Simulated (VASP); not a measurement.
A run of VASP 6.6.1:

Contents of INCAR:

```
  ALGO = Normal
  EDIFF = 1E-6
  ENCUT = 520
  GGA = PS
  ISIF = 2
  ISMEAR = 0
  ISPIN = 2
  LASPH = T
  LCHARG = F
  LMAXMIX = 4
  LORBIT = 11
  LREAL = F
  LWAVE = F
  MAGMOM = 4 0 0
  NBANDS = 28
  NELM = 150
  PREC = Accurate
  SIGMA = 0.1
```

KPOINTS

```
k-points
0
Gamma
  8 8 8
```

POSCAR

```
MnAu2
1.0
   -1.6941179184      1.6941179184      4.3776572986
    1.6941179184     -1.6941179184      4.3776572986
    1.6941179184      1.6941179184     -4.3776572986
Mn Au
1 2
Direct
    0.0000000000      0.0000000000      0.0000000000
    0.6603277800      0.6603277800      0.0000000000
    0.3396722200      0.3396722200      0.0000000000
```

Potentials or basis: VASP PAW PBE potentials, release 64 (Mn_pv, Au).

Command:

```sh
$ cat potpaw_PBE.64/Mn_pv/POTCAR potpaw_PBE.64/Au/POTCAR > POTCAR
$ mpirun -np 1 vasp_std > vasp.out
```

Hardware: 1 thread of Intel(R) Xeon(R) Platinum 8259CL CPU @ 2.50GHz (Skylake/Cascade Lake) (shared host).

Q: Estimate the wall time of this run.

A: Wall time 3.5 min on 1 thread of Intel(R) Xeon(R) Platinum 8259CL CPU @ 2.50GHz (Skylake/Cascade Lake) (shared host), peak memory 0.36 GiB. Counts: scf iterations 14, k points 59.
